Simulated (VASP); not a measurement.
# LiCa (P-6m2) in VASP: relaxation of cell and atoms with PBE

Aim: the relaxation of cell and atoms of LiCa with PBE.

Everything below comes from runs of VASP 6.6.1. Logs are shortened: lines on timing, memory, paths and dates and some standing lists are left out, and cuts for length are marked.

## (1) The structure

It takes space group P-6m2 (No. 187, hexagonal). The conventional cell has a = 3.793 Å, b = 3.793 Å, c = 5.385 Å, α = 90.00°, β = 90.00°, γ = 120.00°. Li (site symmetry -6m2) has 6 Ca at 3.47 Å and 6 Li at 3.79 Å as nearest neighbours. Around Ca (site symmetry -6m2) lie 6 Li at 3.47 Å and 6 Ca at 3.79 Å.

The cell was built by a generator and needn't be a form met in nature.

## (2) Relaxation of cell and atoms, PBE

INCAR

```
SYSTEM = LiCa
ALGO = Fast
EDIFF = 1E-7
EDIFFG = -0.01
ENCUT = 600
GGA = PE
IBRION = 2
ISIF = 3
ISMEAR = -1
LASPH = .TRUE.
LCHARG = .FALSE.
LREAL = .FALSE.
LWAVE = .FALSE.
NELM = 80
NSW = 60
PREC = Accurate
PSTRESS = 0
SIGMA = 0.05
```

KPOINTS

```
k-points
0
G
  8 8 5
  0 0 0
```

POSCAR

```
LiCa
1.0
    3.7926900000      0.0000000000      0.0000000000
   -1.8963400000      3.2845700000      0.0000000000
    0.0000000000      0.0000000000      5.3851800000
Li Ca
1 1
Direct
    0.0000000000      0.0000000000      0.0000000000
    0.3333300000      0.6666700000      0.5000000000
```

Potentials or basis: VASP PAW PBE potentials, release 64 (Li_sv, Ca_sv).

Started as:

```bash
$ cat potpaw_PBE.64/Li_sv/POTCAR potpaw_PBE.64/Ca_sv/POTCAR > POTCAR
$ mpirun -np 1 vasp_std > vasp.out
```

OUTCAR:

```text
SYSTEM = LiCa
   EDIFF = 1E-7
   EDIFFG = -0.01
   ENCUT = 600
   GGA = PE
   IBRION = 2
   ISIF = 3
   ISMEAR = -1
   LASPH = .TRUE.
   LREAL = .FALSE.
   NELM = 80
   NSW = 60
   PREC = Accurate
   PSTRESS = 0

 ion  position               nearest neighbor table
   1  0.000  0.000  0.000-
   2  0.333  0.667  0.500-

  LATTYP: Found a hexagonal cell.
 ALAT       =     3.7926900000
 C/A-ratio  =     1.4198840401

  Lattice vectors:

 A1 = (   3.7926900000,   0.0000000000,   0.0000000000)
 A2 = (  -1.8963400000,   3.2845700000,   0.0000000000)
 A3 = (   0.0000000000,   0.0000000000,   5.3851800000)

Analysis of symmetry for initial positions (statically):
=====================================================================
 Subroutine PRICEL returns:
 Original cell was already a primitive cell.

 Routine SETGRP: Setting up the symmetry group for a
 hexagonal supercell.

 Subroutine GETGRP returns: Found  4 space group operations
 (whereof  4 operations were pure point group operations)
 out of a pool of 24 trial point group operations.

The static configuration has the point symmetry C_2v.

Analysis of symmetry for dynamics (positions and initial velocities):
=====================================================================
 Subroutine PRICEL returns:
 Original cell was already a primitive cell.

 Routine SETGRP: Setting up the symmetry group for a
 hexagonal supercell.

 Subroutine GETGRP returns: Found  4 space group operations
 (whereof  4 operations were pure point group operations)
 out of a pool of 24 trial point group operations.

The dynamic configuration has the point symmetry C_2v.

 Subroutine INISYM returns: Found  4 space group operations
 (whereof  4 operations are pure point group operations),
 and found     1 'primitive' translations

----------------------------------------------------------------------------------------

                                     Primitive cell

  volume of cell :      67.0851

  direct lattice vectors                    reciprocal lattice vectors
     3.792690000  0.000000000  0.000000000     0.263665103  0.152226526  0.000000000
    -1.896340000  3.284570000  0.000000000     0.000000000  0.304453855  0.000000000
     0.000000000  0.000000000  5.385180000     0.000000000  0.000000000  0.185694814

  length of vectors
     3.792690000  3.792691061  5.385180000     0.304453941  0.304453855  0.185694814

  position of ions in fractional coordinates (direct lattice)
     0.000000000  0.000000000  0.000000000
     0.333330000  0.666670000  0.500000000

  ion indices of the primitive-cell ions
   primitive index   ion index
                 1           1
                 2           2

----------------------------------------------------------------------------------------

 KPOINTS: k-points

Automatic generation of k-mesh.
 Grid dimensions read from file:
 generate k-points for:    8    8    5

 Generating k-lattice:

  Cartesian coordinates                     Fractional coordinates (reciprocal lattice)
     0.032958138  0.019028316  0.000000000     0.125000000 -0.000000000  0.000000000
     0.000000000  0.038056732  0.000000000     0.000000000  0.125000000  0.000000000
     0.000000000  0.000000000  0.037138963     0.000000000  0.000000000  0.200000000

  Length of vectors
     0.038056743  0.038056732  0.037138963

  Shift w.r.t. Gamma in fractional coordinates (k-lattice)
     0.000000000  0.000000000  0.000000000

 Subroutine IBZKPT returns following result:
 ===========================================

[... 49 lines left out ...]
   EDIFFG = -.1E-01   stopping-criterion for IOM
   NSW    =     60    number of steps for IOM
   IBRION =      2    ionic relax: 0-MD 1-quasi-New 2-CG
   NFREE  =      1    steps in history (QN), initial steepest desc. (CG)
   ISIF   =      3    stress and relaxation
   ISYM   =      2    0-nonsym 1-usesym 2-fastsym
   POTIM  = 0.5000    time-step for ionic-motion
   TEBEG  =    0.0;   TEEND  =   0.0 temperature during run
   PSTRESS=    0.0 pullay stress
   NELECT =      13.0000    total number of electrons
   NUPDOWN=      -1.0000    fix difference up-down
   EMIN   =  10.00;   EMAX   =-10.00  energy-range for DOS
   EFERMI =   0.00;   METHOD = LEGACY
   ISMEAR =    -1;   SIGMA  =   0.05  broadening in eV -4-tet -1-fermi 0-gaus
   EFERMI_NEDOS =   21; number of points for ismear=-14 and -15
   IALGO  =     68    algorithm
   IMIX   =      4    mixing-type and parameters
     AMIX     =   0.40;   BMIX     =  1.00
     AMIX_MAG =   1.60;   BMIX_MAG =  1.00
  volume/ion in A,a.u.               =      33.54       226.36
  Fermi-wavevector in a.u.,A,eV,Ry     =   0.947358  1.790246 12.211043  0.897486
  Thomas-Fermi vector in A             =   2.075443
   LORBIT       =      0    0 simple, 1 ext, 2 COOP (PROOUT), +10 PAW based schemes
   GGA     = PE    functional components
   LHFCALC =     F    Hartree Fock is set to
   AEXX    =    0.0000 exact exchange contribution
   IVDW    =     0    specifies the selected vdW correction
   LEPSILON=     F    determine dielectric tensor
   LRPA    =     F    only Hartree local field effects (RPA)
 conjugate gradient relaxation of ions
 non-spin polarized calculation
 RMM-DIIS sequential band-by-band and
  energy-cutoff  :      600.00
  volume of cell :       67.09
 maximum number of plane-waves:      2260
   NGX = 15   NGY = 15   NGZ = 21

--------------------------------------- Ionic step        1  -------------------------------------------

 number of electron      12.9999998 magnetization

 Free energy of the ion-electron system (eV)
  ---------------------------------------------------
  ext. energy  EPLUGINS =         0.00000000
  ---------------------------------------------------
  free energy    TOTEN  =        -3.62973602 eV

  energy without entropy =       -3.61270797  energy(sigma->0) =       -3.62122200

------------------------ aborting loop because EDIFF is reached ----------------------------------------

  FORCE on cell =-STRESS in cart. coord.  units (eV):
  Direction    XX          YY          ZZ          XY          YZ          ZX
  --------------------------------------------------------------------------------------
  -------------------------------------------------------------------------------------
  Total       -0.0392919     -0.0393430     -0.0007581     -0.0000442      0.0000000      0.0000000
  in kB       -0.9383989     -0.9396184     -0.0181057     -0.0010555      0.0000000      0.0000000
  external PRESSURE =      -0.6320410 kB  Pullay stress =       0.0000000 kB

 VOLUME and BASIS-vectors are now :
 -----------------------------------------------------------------------------
  energy-cutoff  :      600.00
  volume of cell :       67.09
      direct lattice vectors                 reciprocal lattice vectors
     3.792690000  0.000000000  0.000000000     0.263665103  0.152226526  0.000000000
    -1.896340000  3.284570000  0.000000000     0.000000000  0.304453855  0.000000000
     0.000000000  0.000000000  5.385180000     0.000000000  0.000000000  0.185694814

 POSITION                                       TOTAL-FORCE (eV/Angst)
 -----------------------------------------------------------------------------------
      0.00000      0.00000      0.00000        -0.000004      0.000002      0.000000
     -0.00002      2.18972      2.69259         0.000004     -0.000002      0.000000
 -----------------------------------------------------------------------------------
    total drift:                               -0.000017      0.000011      0.000000

  FREE ENERGIE OF THE ION-ELECTRON SYSTEM (eV)
  ---------------------------------------------------
  free  energy   TOTEN  =        -3.6297360241 eV

  energy  without entropy=       -3.6127079660  energy(sigma->0) =       -3.62122200

--------------------------------------- Ionic step        2  -------------------------------------------

 number of electron      12.9999998 magnetization

 Free energy of the ion-electron system (eV)
  ---------------------------------------------------
  ext. energy  EPLUGINS =         0.00000000
  ---------------------------------------------------
  free energy    TOTEN  =        -3.62977979 eV

  energy without entropy =       -3.61275542  energy(sigma->0) =       -3.62126761

 E-fermi :   1.2704     XC(G=0):  -7.2928

 val. band max:        1.2172032805   @ k =   0.3750   0.2500   0.0000
 cond. band min:       1.2777210693   @ k =   0.3750   0.3750   0.2000
 fundamental gap:      0.0605177888
 Fermi energy:         1.2704117378

 k-point     1 :       0.0000    0.0000    0.0000
  band No.  band energies     occupation
      1     -45.6001      2.00000
      2     -40.7645      2.00000
      3     -21.7707      2.00000
      4     -21.6765      2.00000
      5     -21.6765      2.00000
      6      -2.5062      2.00000
      7       1.5064      0.01766
      8       1.9213      0.00000
      9       3.6855      0.00000
     10       3.6858      0.00000
[... 287 lines left out ...]
 k-point    24 :      -0.1250    0.1250    0.2000
  band No.  band energies     occupation
      1     -45.6000      2.00000
      2     -40.7625      2.00000
      3     -21.7684      2.00000
      4     -21.6980      2.00000
      5     -21.6816      2.00000
      6      -2.0908      2.00000
      7       0.6508      1.99999
      8       2.7625      0.00000
      9       3.4094      0.00000
     10       3.8899      0.00000

 [... further k-points ...]
[... 5 lines left out ...]
  --------------------------------------------------------------------------------------
  -------------------------------------------------------------------------------------
  Total       -0.0137590     -0.0137836      0.0143581     -0.0000213      0.0000000      0.0000000
  in kB       -0.3292322     -0.3298212      0.3435698     -0.0005099      0.0000000      0.0000000
  external PRESSURE =      -0.1051612 kB  Pullay stress =       0.0000000 kB

 VOLUME and BASIS-vectors are now :
 -----------------------------------------------------------------------------
  energy-cutoff  :      600.00
  volume of cell :       66.96
      direct lattice vectors                 reciprocal lattice vectors
     3.789095392 -0.000004043  0.000000000     0.263915397  0.152371409  0.000000000
    -1.894546202  3.281454950  0.000000000     0.000000325  0.304743058  0.000000000
     0.000000000  0.000000000  5.385081523     0.000000000  0.000000000  0.185698210

 POSITION                                       TOTAL-FORCE (eV/Angst)
 -----------------------------------------------------------------------------------
      3.78910     -0.00000      0.00000        -0.000006      0.000004      0.000000
     -0.00002      2.18765      2.69254         0.000006     -0.000004      0.000000
 -----------------------------------------------------------------------------------
    total drift:                               -0.000002      0.000002      0.000000

  FREE ENERGIE OF THE ION-ELECTRON SYSTEM (eV)
  ---------------------------------------------------
  free  energy   TOTEN  =        -3.6297797860 eV

  energy  without entropy=       -3.6127554242  energy(sigma->0) =       -3.62126761

 reached required accuracy - stopping structural energy minimisation
```

It took 2.7 min on 1 thread of Intel Xeon Platinum 8488C (Sapphire Rapids), shared host; peak memory 0.24 GiB.

Results:

| Item | Value |
| --- | --- |
| Free energy | -3.6298 eV |
| Relaxed volume | 33.48 Å³/atom |
| Relaxed cell | a = 3.789 Å, b = 3.789 Å, c = 5.385 Å, α = 90.00°, β = 90.00°, γ = 120.00° |
| Space group after relaxing (to 0.05 Å) | P-6m2 (No. 187) |
| Energy gained by relaxing | 0.0 meV/atom |
| Ionic steps | 2 |
| Pressure after relaxing | 0.0 GPa |
| Band gap on the k mesh | none (metal or under the smearing width) |

Final structure:
```
Li Ca
1.0
     3.78910    0.00000    0.00000
    -1.89455    3.28145    0.00000
     0.00000    0.00000    5.38508
Li Ca
1 1
Cartesian
  3.7891 0.0000 0.0000
  0.0000 2.1876 2.6925
```

Caveat: the cutoff is under 1.25 times the usual one of these potentials, so pressure, stress and relaxed cells hold a basis-set (Pulay) error.
